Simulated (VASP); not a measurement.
All values below come from LDA (Ceperley-Alder, Perdew-Zunger), VASP's LDA PAW potentials (set 64) (plane waves; VASP).

VASP ran on this input.

INCAR:
```
SYSTEM = AgNO3
PREC = Accurate; ENCUT = 400; LREAL = F
LASPH = T
EDIFF = 1E-6; NELM = 100; ALGO = Normal
LMAXMIX = 4
ISMEAR = -1; SIGMA = 0.01
ISIF = 2
LWAVE = F; LCHARG = F
```

File POSCAR:
```
AgNO3
2.9187490
  0.8660254787   0.5000001713   0.9622293661
 -0.8660254787   0.5000001713   0.9622293661
  0.0000000000  -1.0000000000   0.9622293661
Ag N O
1 1 3
direct
  0.9980400000   0.9980400000   0.9980400000
  0.5741100000   0.5741100000   0.5741100000
  0.4348750000   0.4348750000   0.8594800000
  0.8594800000   0.4348750000   0.4348750000
  0.4348750000   0.8594800000   0.4348750000
```

File KPOINTS:
```
K-points
0
Gamma
  6 6 6
0 0 0
```

POTCAR, in this order: Ag N O (LDA.64 set). Program: vasp_std.

Task: What will the output report for the number of irreducible k-points (NKPTS), largest plane-wave count, number of space-group operations, FFT grid (NGX, NGY, NGZ)?

Result: 
| Quantity | Value |
|---|---|
| number of irreducible k-points (NKPTS) | 32 |
| largest plane-wave count | 1161 |
| number of space-group operations | 6 |
| FFT grid (NGX, NGY, NGZ) | 28 × 28 × 28 |

The structure comes from a computed database's AgNO3 entry (R3m); how it stands against other phases isn't given here. The cell was not relaxed at this level. The run is one of a series of settings (GGA removed, POTCAR Ag N O (LDA.64 set) against the base run), some of them coarse on purpose.
